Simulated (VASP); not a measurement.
OSZICAR of a VASP run on ZnO (wurtzite):

File OSZICAR:
```
       N       E                     dE             d eps       ncg     rms          rms(c)
DAV:   1     0.285423863919E+03    0.28542E+03   -0.18984E+04  1056   0.239E+03
DAV:   2     0.706860125400E+01   -0.27836E+03   -0.26878E+03  1164   0.441E+02
DAV:   3    -0.216628885208E+02   -0.28731E+02   -0.28543E+02  1206   0.152E+02
DAV:   4    -0.222060916914E+02   -0.54320E+00   -0.54234E+00  1206   0.222E+01
DAV:   5    -0.222104177067E+02   -0.43260E-02   -0.43258E-02  1188   0.189E+00    0.145E+01
DAV:   6    -0.193195106560E+02    0.28909E+01   -0.10253E+01  1902   0.712E+01    0.940E+00
DAV:   7    -0.194535261037E+02   -0.13402E+00   -0.23110E+00  1112   0.182E+01    0.555E+00
DAV:   8    -0.194664393053E+02   -0.12913E-01   -0.76701E-01  1608   0.872E+00    0.175E+00
DAV:   9    -0.194073703440E+02    0.59069E-01   -0.16123E-01  1662   0.734E+00    0.377E-01
DAV:  10    -0.194100323028E+02   -0.26620E-02   -0.53724E-02  1072   0.177E+00    0.133E-01
DAV:  11    -0.194099771616E+02    0.55141E-04   -0.19126E-03  1504   0.765E-01    0.375E-02
DAV:  12    -0.194100021944E+02   -0.25033E-04   -0.22533E-04  1354   0.356E-01    0.133E-02
DAV:  13    -0.194100057384E+02   -0.35440E-05   -0.20104E-05  1238   0.927E-02    0.817E-03
DAV:  14    -0.194100067656E+02   -0.10272E-05   -0.34418E-06  1024   0.279E-02    0.700E-03
DAV:  15    -0.194100059213E+02    0.84434E-06   -0.12757E-06   546   0.117E-02
   1 F= -.19410006E+02 E0= -.19410006E+02  d E =-.194100E+02
       N       E                     dE             d eps       ncg     rms          rms(c)
DAV:   1    -0.194106448273E+02   -0.63806E-03   -0.57842E-02  1056   0.236E+00    0.168E-01
DAV:   2    -0.194103260693E+02    0.31876E-03   -0.26677E-03  1416   0.833E-01    0.737E-02
DAV:   3    -0.194102598942E+02    0.66175E-04   -0.79307E-05  1486   0.176E-01    0.410E-02
DAV:   4    -0.194102355338E+02    0.24360E-04   -0.44061E-05  1274   0.808E-02    0.692E-03
DAV:   5    -0.194102355405E+02   -0.66939E-08   -0.65688E-06  1062   0.268E-02
   2 F= -.19410236E+02 E0= -.19410236E+02  d E =-.229619E-03
       N       E                     dE             d eps       ncg     rms          rms(c)
DAV:   1    -0.194129833720E+02   -0.27478E-02   -0.36926E-01  1056   0.598E+00    0.424E-01
DAV:   2    -0.194109725303E+02    0.20108E-02   -0.16901E-02  1424   0.209E+00    0.186E-01
DAV:   3    -0.194105498942E+02    0.42264E-03   -0.49766E-04  1492   0.446E-01    0.103E-01
DAV:   4    -0.194103958237E+02    0.15407E-03   -0.28082E-04  1290   0.204E-01    0.173E-02
DAV:   5    -0.194103959676E+02   -0.14391E-06   -0.41544E-05  1092   0.674E-02    0.773E-03
DAV:   6    -0.194103961734E+02   -0.20578E-06   -0.11885E-06   576   0.428E-02
   3 F= -.19410396E+02 E0= -.19410396E+02  d E =-.390252E-03
       N       E                     dE             d eps       ncg     rms          rms(c)
DAV:   1    -0.194106026185E+02   -0.20665E-03   -0.27230E-02  1056   0.161E+00    0.116E-01
DAV:   2    -0.194104552531E+02    0.14737E-03   -0.12706E-03  1408   0.574E-01    0.506E-02
DAV:   3    -0.194104243027E+02    0.30950E-04   -0.37964E-05  1492   0.121E-01    0.282E-02
DAV:   4    -0.194104131850E+02    0.11118E-04   -0.20574E-05  1274   0.553E-02    0.483E-03
DAV:   5    -0.194104131589E+02    0.26081E-07   -0.29759E-06   860   0.181E-02
   4 F= -.19410413E+02 E0= -.19410413E+02  d E =-.407238E-03
       N       E                     dE             d eps       ncg     rms          rms(c)
DAV:   1    -0.194108087597E+02   -0.39557E-03   -0.19818E-02  1056   0.141E+00    0.124E-01
DAV:   2    -0.194106041718E+02    0.20459E-03   -0.96360E-04  1344   0.545E-01    0.616E-02
DAV:   3    -0.194105445016E+02    0.59670E-04   -0.43371E-05  1500   0.126E-01    0.300E-02
DAV:   4    -0.194105288959E+02    0.15606E-04   -0.27515E-05  1486   0.703E-02    0.405E-03
DAV:   5    -0.194105291839E+02   -0.28802E-06   -0.50381E-06  1048   0.242E-02
   5 F= -.19410529E+02 E0= -.19410529E+02  d E =-.116025E-03
       N       E                     dE             d eps       ncg     rms          rms(c)
DAV:   1    -0.194122728604E+02   -0.17440E-02   -0.11388E-01  1056   0.337E+00    0.297E-01
DAV:   2    -0.194110918892E+02    0.11810E-02   -0.55771E-03  1344   0.131E+00    0.148E-01
DAV:   3    -0.194107496100E+02    0.34228E-03   -0.25003E-04  1494   0.303E-01    0.721E-02
DAV:   4    -0.194106594680E+02    0.90142E-04   -0.15852E-04  1480   0.170E-01    0.983E-03
DAV:   5    -0.194106612175E+02   -0.17495E-05   -0.29324E-05  1086   0.584E-02    0.544E-03
DAV:   6    -0.194106610820E+02    0.13551E-06   -0.62937E-07   552   0.294E-02
   6 F= -.19410661E+02 E0= -.19410661E+02  d E =-.247923E-03
```

### Question
Which electronic solver shows in the log?

### Answer
It is blocked Davidson (ALGO = Normal, or the opening steps of other solvers). The INCAR had ALGO = Normal.

### Question
Can the final energy be trusted as converged?

### Answer
The calculation finished and met its thresholds. It stopped with EDIFF = 1E-6, NELM = 100, NSW = 60 and EDIFFG = -0.02 after 6 ionic steps (PBEsol GGA, plane waves, VASP's PBE PAW potentials (set 64)).

The compound is ZnO in the wurtzite structure. This run relaxes it. Symmetry was kept, so distortions that lower it aren't found. The start is the result of an earlier pass.
